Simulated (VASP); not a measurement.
An input for Quantum ESPRESSO's pw.x (written as the equivalent of a VASP run, and not itself run):

```
&CONTROL
  calculation = 'scf'
  pseudo_dir = './pseudo'
  outdir = './out'
  tprnfor = .true.
  tstress = .true.
/
&SYSTEM
  ibrav = 0
  nat = 6
  ntyp = 3
  ecutwfc = 96
  occupations = 'tetrahedra'
  input_dft = 'vdw-df2'
  nspin = 2
  starting_magnetization(1) = 0.45
  starting_magnetization(2) = -0.45
/
&ELECTRONS
  conv_thr = 7.3e-09
  electron_maxstep = 100
/
ATOMIC_SPECIES
  Mn1 54.938 Mn.upf
  Mn2 54.938 Mn.upf
  F 18.998 F.upf
CELL_PARAMETERS angstrom
     4.9537803    0.0000000    0.0000000
     0.0000000    4.9537803    0.0000000
     0.0000000    0.0000000    3.3688092
ATOMIC_POSITIONS crystal
  Mn1  1.0000000  0.0000000  0.0000000
  Mn2  0.5000000  0.5000000  0.5000000
  F    0.3028041  0.3028041  1.0000000
  F    0.8028041  0.1971959  0.5000000
  F    0.1971959  0.8028041  0.5000000
  F    0.6971959  0.6971959  0.0000000
K_POINTS automatic
  5 5 7 0 0 0
```

Write the VASP files for the same calculation (vdW-DF2).

This is not unique; one that fits is 
**INCAR**
```
# general
SYSTEM    =  MnF2
PREC      =  Accurate
ENCUT     =  520   # plane-wave cut-off (eV)
LREAL     =  F
LASPH     =  T   # aspherical one-centre terms

# electronic loop
EDIFF     =  1E-7   # SCF stop (eV)
NELM      =  100
ALGO      =  Normal
LMAXMIX   =  4

# smearing
ISMEAR    =  -5

# functional
GGA       =  ML
LUSE_VDW  =  T
AGGAC     =  0.0
ZAB_VDW   =  -1.8867

# spin
ISPIN     =  2   # spin-polarised
MAGMOM    =  4.5 -4.5 -0.0 2*0.0 -0.0

# ions
ISIF      =  2   # forces and stress, cell fixed

# output
LWAVE     =  F
LCHARG    =  T
LORBIT    =  11
NEDOS     =  601

# other
LEFG      =  T
```

**POSCAR**
```
MnF2
4.953780
  1.0000000572   0.0000000000   0.0000000000
  0.0000000000   1.0000000572   0.0000000000
  0.0000000000   0.0000000000   0.6800482076
Mn F
2 4
Direct
  1.0000000000   0.0000000000   0.0000000000
  0.5000000000   0.5000000000   0.5000000000
  0.3028041082   0.3028041082   1.0000000000
  0.8028041082   0.1971958918   0.5000000000
  0.1971958918   0.8028041082   0.5000000000
  0.6971958918   0.6971958918   0.0000000000
```

**KPOINTS**
```
Automatic mesh
0
Gamma
5 5 7
0 0 0
```

POTCAR, in this order: Mn_pv F (PBE.64 set). Program: vasp_std.

Limits of the translation: the potentials are each code's own (VASP's PAW set, PseudoDojo norm-conserving files in pw.x), so ENCUT and ecutwfc are chosen apart and not converted; conv_thr bounds pw.x's estimated SCF error, while EDIFF bounds the energy change between steps; starting_magnetization is a fraction of the valence charge and MAGMOM a moment in μB, so they match only roughly; the field gradients of LEFG aren't asked of the other code.

The compound is MnF2 in the rutile structure. It was relaxed first, which changed the volume by +5 %.
